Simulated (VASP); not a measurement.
OSZICAR of a VASP run on Ga₃As₄B (ordered alloy cell):

OSZICAR:
```
       N       E                     dE             d eps       ncg     rms          rms(c)
DAV:   1     0.516601310972E+03    0.51660E+03   -0.28012E+04  7786   0.225E+03
DAV:   2     0.389997842738E+02   -0.47760E+03   -0.46445E+03  8263   0.563E+02
DAV:   3    -0.349032393275E+02   -0.73903E+02   -0.71209E+02  8960   0.163E+02
DAV:   4    -0.390544427480E+02   -0.41512E+01   -0.41157E+01  9444   0.385E+01
DAV:   5    -0.391586159756E+02   -0.10417E+00   -0.10383E+00  9240   0.595E+00    0.639E+00
DAV:   6    -0.384416559061E+02    0.71696E+00   -0.13515E+00 10572   0.138E+01    0.359E+00
DAV:   7    -0.382944742937E+02    0.14718E+00   -0.63608E-01  8852   0.427E+00    0.977E-01
DAV:   8    -0.382935141099E+02    0.96018E-03   -0.10894E-01  9763   0.321E+00    0.412E-01
DAV:   9    -0.382935028862E+02    0.11224E-04   -0.71815E-03  9204   0.852E-01    0.247E-01
DAV:  10    -0.382936365591E+02   -0.13367E-03   -0.40033E-03 10407   0.412E-01    0.818E-02
DAV:  11    -0.382936900431E+02   -0.53484E-04   -0.60238E-04  9356   0.282E-01    0.245E-02
DAV:  12    -0.382937217433E+02   -0.31700E-04   -0.14381E-04 10494   0.120E-01    0.159E-02
DAV:  13    -0.382937307037E+02   -0.89604E-05   -0.32863E-05  8538   0.508E-02    0.600E-03
DAV:  14    -0.382937316543E+02   -0.95060E-06   -0.42900E-06  9743   0.281E-02    0.167E-03
DAV:  15    -0.382937317545E+02   -0.10023E-06   -0.89136E-07  9125   0.923E-03    0.690E-04
DAV:  16    -0.382937317584E+02   -0.38526E-08   -0.15258E-07  6058   0.506E-03
   1 F= -.38293732E+02 E0= -.38293732E+02  d E =0.000000E+00
```

Problem. Which electronic solver shows in the log?

Solution. It is blocked Davidson (ALGO = Normal, or the opening steps of other solvers). The INCAR had ALGO = Normal.

Problem. Can the final energy be trusted as converged?

Solution. Self-consistency was reached. It stopped with EDIFF = 1E-7, NELM = 100 (PBEsol GGA, plane waves, VASP's PBE PAW potentials (set 64)).

The structure was generated: Ga3As4B was put into an ordered model structure (R3m), which need not be its known phase. It was relaxed first.
